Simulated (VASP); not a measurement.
Consider the following.

```
CELL_PARAMETERS angstrom
     -1.58236     1.58236     2.98249
      1.58236    -1.58236     2.98249
      1.58236     1.58236    -2.98249
ATOMIC_POSITIONS crystal
  Ti 0.00000 0.00000 0.00000
  B  0.36782 0.36782 0.00000
  B  0.63218 0.63218 0.00000
```

All values below come from PBEsol GGA with spin-orbit coupling, VASP's PBE PAW potentials (set 64) (plane waves; VASP). Numerical set-up: 520 eV cut-off, 12×12×12 Γ-centred mesh, Gaussian smearing of 0.050 eV, potentials Ti_sv B.

Problem. Estimate the energy per atom (σ→0), band gap (over mesh and band path) with the smallest direct gap where there is one.

Solution. 
```yaml
band gap (over mesh and band path): none (metal, semimetal or under 0.01 eV)
energy per atom (σ→0): -7.350 eV/atom
```

Total energies compare only between runs with the same potentials, cut-off and functional.

The structure was generated: TiB2 was put into the MoSi2 type (I4/mmm), which need not be its known phase. It was relaxed first, which changed the volume by +7 %.
